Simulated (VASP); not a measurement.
Energy against volume of SrCl$_{2}$ (fluorite). Calculation: PW91 GGA, VASP's PBE PAW potentials (set 64) (plane waves; VASP 6.6.1). Numerical set-up: 520 eV cut-off, 6×6×6 Γ-centred mesh, Gaussian smearing of 0.050 eV, potentials Sr_sv Cl.

| V (Å³/atom) | E (eV/atom) |
|---|---|
| 27.202 | -4.29174 |
| 28.070 | -4.30210 |
| 28.938 | -4.30579 |
| 29.806 | -4.30383 |

Fit these four points and predict the energy of the run at 30.675 Å³/atom.

A cubic in V^(−2/3), the third-order Birch-Murnaghan form, passes through the four points with V0 = 29.05 Å³/atom and B0 = 34 GPa, and gives -4.2971 eV/atom there. The run gave -4.2971 eV/atom, -0.0 meV/atom from the fit; all five points give B0 = 34 GPa.

The compound is SrCl2 in the fluorite structure. It was relaxed first.
